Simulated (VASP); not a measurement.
Consider the following.

```xyz
6
Lattice="3.4897 0.0000 0.0000 -1.7448 3.0222 0.0000 0.0000 0.0000 23.2356" Properties=species:S:1:pos:R:3 pbc="T T T"
Te     0.0000     2.0148     1.6707
Te     1.7448     1.0074    21.5650
Te     1.7448     1.0074    17.9511
Te     0.0000     2.0148     5.2845
Mo     0.0000     2.0148    19.7550
Mo     1.7448     1.0074     3.4807
```

Computed with PBEsol GGA, VASP's PBE PAW potentials (set 64) (plane waves; VASP). Run with 400 eV cut-off, 8×8×2 Γ-centred mesh, tetrahedra with Blöchl corrections, potentials Te Mo_sv.

The cell holds a wide vacuum, so values per volume refer to the whole cell. The cores are frozen, which limits the accuracy of field gradients.

Question: Give the principal components of the electric field gradient (V/Å²) and the asymmetry η at each nucleus.

Answer: 
```tsv
atom	Vxx	Vyy	Vzz	η
Te1	87.0	86.9	-173.9	0.00
Te2	87.0	86.9	-173.9	0.00
Te3	102.9	102.9	-205.7	0.00
Te4	102.9	102.9	-205.7	0.00
Mo5	34.5	34.5	-69.0	0.00
Mo6	34.5	34.5	-69.0	0.00
```

The cell is a sheet with vacuum, built from a database entry that may be metastable or hypothetical.
